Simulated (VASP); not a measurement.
Given:

```
AuHf
1.0
    3.48386     0.00000     0.00000
    0.00000     3.48386     0.00000
    0.00000     0.00000     6.32052
Hf Au
2 2
Cartesian
  0.00000   1.74193   5.38243
  1.74193   0.00000   0.93809
  0.00000   1.74193   2.34763
  1.74193   0.00000   3.97289
```

Level of theory: PBEsol GGA, VASP's PBE PAW potentials (set 64) (plane waves; VASP). Settings: 300 eV cut-off, 8×8×4 Γ-centred mesh, Gaussian smearing of 0.10 eV, potentials Hf_pv Au.

At this cut-off the stress carries a Pulay error, which pulls relaxed volumes low. Unless said otherwise, spin-orbit coupling is left out, though it shifts the bands of the heavy elements here.

Task: Predict the energy per atom (σ→0), pressure, largest force, band gap (on the k-mesh) with the smallest direct gap where there is one.

Result: 
* **band gap (on the k-mesh)**: none (metal, semimetal or under 0.01 eV)
* **energy per atom (σ→0)**: -7.795 eV/atom
* **pressure**: -3.85 GPa
* **largest force**: 0.073 eV/Å

The structure comes from a computed database's HfAu entry (P4/nmm); how it stands against other phases isn't given here. The cell was not relaxed at this level.
